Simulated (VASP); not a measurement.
All values below come from PBEsol GGA, VASP's PBE PAW potentials (set 64) (plane waves; VASP).

Input for VASP

POSCAR:
```
Zn4STe3
1.0
  0.0000000000   2.9530898215   2.9530898215
  2.9530898215   0.0000000000   2.9530898215
 11.7804128401  11.7804128401   0.0319464459
Zn Te S
4 3 1
direct
  0.0242999607   0.0242999607   0.9817750295
  0.0081778573   0.0081778573   0.2438666070
  0.9928253960   0.9928253960   0.5053809530
  0.9761653487   0.9761653487   0.7678759884
  0.2640494850   0.2640494850   0.0519628862
  0.2489604302   0.2489604302   0.3132796774
  0.2338015549   0.2338015549   0.5746488338
  0.2517199671   0.2517199671   0.8112100247
```

KPOINTS:
```
Regular mesh
0
gamma
6 6 2
0 0 0
```

INCAR:
```
SYSTEM = Zn4STe3
PREC = Accurate
ENCUT = 400
EDIFF = 1E-6
NELM = 100
ALGO = Normal
LREAL = .FALSE.
LASPH = .TRUE.
ISMEAR = 0
SIGMA = 0.05
GGA = PS
LMAXMIX = 4
LWAVE = .FALSE.
LCHARG = .FALSE.
IBRION = 2
ISIF = 3
NSW = 60
EDIFFG = -0.02
```

POTCAR, in this order: Zn Te S (PBE.64 set). Program: vasp_std.

Unless said otherwise, spin-orbit coupling is left out, though it shifts the bands of the heavy elements here.

**Question.** Estimate the energy per atom (σ→0), band gap (on the k-mesh).

**Answer.** 
| Property | Value |
|---|---|
| energy per atom (σ→0) | -3.110 eV/atom |
| band gap (on the k-mesh) | 0.44 eV |

**OSZICAR**
```
...
DAV:  10    -0.248828846781E+02   -0.96555E-04   -0.79027E-03  2213   0.134E+00    0.266E-01
DAV:  11    -0.248829891826E+02   -0.10450E-03   -0.26650E-03  2434   0.435E-01    0.605E-02
DAV:  12    -0.248830147145E+02   -0.25532E-04   -0.64733E-04  2177   0.342E-01    0.498E-02
DAV:  13    -0.248830177405E+02   -0.30260E-05   -0.59981E-05  2368   0.109E-01    0.351E-02
DAV:  14    -0.248830268967E+02   -0.91561E-05   -0.12453E-05  2143   0.636E-02    0.177E-02
DAV:  15    -0.248830283247E+02   -0.14280E-05   -0.78698E-06  2093   0.434E-02    0.831E-03
DAV:  16    -0.248830284647E+02   -0.14001E-06   -0.35036E-06  1785   0.127E-02
   1 F= -.24883028E+02 E0= -.24883028E+02  d E =-.248830E+02
```

The structure was generated: Zn4STe3 was put into an ordered model structure (R3m), which need not be its known phase. It was relaxed first. The start is the result of an earlier pass.
